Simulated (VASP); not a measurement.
Calculation: r2SCAN meta-GGA, VASP's PBE PAW potentials (set 64) (plane waves; VASP 6.6.1).

VASP ran on this input.

### INCAR
```
# general
SYSTEM   =  KI(110) slab
PREC     =  Normal
ENCUT    =  400
LREAL    =  .False.
LASPH    =  .True.

# electronic loop
EDIFF    =  1E-6
NELM     =  100
NELMIN   =  4
ALGO     =  Normal
LMAXMIX  =  4
LMIXTAU  =  .True.

# smearing
ISMEAR   =  0
SIGMA    =  0.05

# functional
METAGGA  =  R2SCAN

# output
LWAVE    =  .False.
LCHARG   =  .False.
LORBIT   =  11
LVHAR    =  .True.

# other
LDIPOL   =  .True.
IDIPOL   =  3
DIPOL    =  0.5 0.5 0.5
```

File POSCAR:
```
KI(110) slab
1
    5.0160157901     0.0000000000     0.0000000000
    0.0000000000     7.0937174786     0.0000000000
    0.0000000000     0.0000000000    25.0823515490
K I
4 4
Direct
  0.0000000000   0.0000000000   0.3577273792
  0.5000000000   0.5000000000   0.4446892764
  0.0000000000   0.0000000000   0.5553107236
  0.5000000000   0.5000000000   0.6422726208
  0.5000000000   0.0000000000   0.4521421682
  0.0000000000   0.5000000000   0.3492205972
  0.5000000000   0.0000000000   0.6507794028
  0.0000000000   0.5000000000   0.5478578318
```

### KPOINTS
```
Automatic mesh
0
Gamma
4 3 1
0 0 0
```

POTCAR, in this order: K_sv I (PBE.64 set). Program: vasp_std. Read from the step before: WAVECAR.

What VASP printed:

### OSZICAR
```
       N       E                     dE             d eps       ncg     rms          rms(c)
DAV:   1    -0.135019326719E+03   -0.13502E+03   -0.10237E-04   504   0.462E-02    0.729E-03
DAV:   2    -0.135019326162E+03    0.55774E-06   -0.61210E-06   440   0.115E-02    0.315E-03
DAV:   3    -0.135019326222E+03   -0.60267E-07   -0.92370E-07   348   0.551E-03    0.219E-03
DAV:   4    -0.135019326341E+03   -0.11871E-06   -0.14199E-06   360   0.684E-03
   1 F= -.13501933E+03 E0= -.13501933E+03  d E =-.237947E-17
```

OUTCAR:
```
------------------------ aborting loop because EDIFF is reached ----------------------------------------
  FORCE on cell =-STRESS in cart. coord.  units (eV):
  Direction    XX          YY          ZZ          XY          YZ          ZX
  --------------------------------------------------------------------------------------
  Total        0.9844349     -1.9953482      0.0610918      0.0000000      0.0000000      0.0000000
  in kB        1.7672442     -3.5820220      0.1096713      0.0000000      0.0000000      0.0000000
  external PRESSURE =      -0.5683688 kB  Pullay stress =       0.0000000 kB
  volume of cell :      892.49
      direct lattice vectors                 reciprocal lattice vectors
     5.016015790  0.000000000  0.000000000     0.199361414  0.000000000  0.000000000
     0.000000000  7.093717479  0.000000000     0.000000000  0.140969809  0.000000000
     0.000000000  0.000000000 25.082351549     0.000000000  0.000000000  0.039868670
 POSITION                                       TOTAL-FORCE (eV/Angst)
 -----------------------------------------------------------------------------------
      0.00000      0.00000      8.97264         0.000000      0.000000      0.002785
      2.50801      3.54686     11.15385         0.000000      0.000000      0.019290
      0.00000      0.00000     13.92850         0.000000      0.000000     -0.019290
      2.50801      3.54686     16.10971         0.000000      0.000000     -0.002785
      2.50801      0.00000     11.34079         0.000000      0.000000     -0.006581
      0.00000      3.54686      8.75927         0.000000      0.000000     -0.018427
      2.50801      0.00000     16.32308         0.000000      0.000000      0.018427
      0.00000      3.54686     13.74156         0.000000      0.000000      0.006581
 -----------------------------------------------------------------------------------
    total drift:                               -0.000000      0.000000      0.000000
  FREE ENERGIE OF THE ION-ELECTRON SYSTEM (eV)
  ---------------------------------------------------
  free  energy   TOTEN  =      -135.0193263406 eV

  energy  without entropy=     -135.0193263406  energy(sigma->0) =     -135.01932634

 total charge

# of ion       s       p       d       tot
------------------------------------------
    1        1.957   5.672   0.018   7.647
    2        1.958   5.674   0.021   7.653
    3        1.958   5.674   0.021   7.653
    4        1.957   5.672   0.018   7.647
    5        1.491   2.897   0.001   4.389
    6        1.491   2.883   0.001   4.374
    7        1.491   2.883   0.001   4.374
    8        1.491   2.897   0.001   4.389
--------------------------------------------------
tot         13.795  34.252   0.082  48.129
```
(Selected blocks of OUTCAR.)

The cell is a thin slab with vacuum, built from KI (rock salt): (110) face.
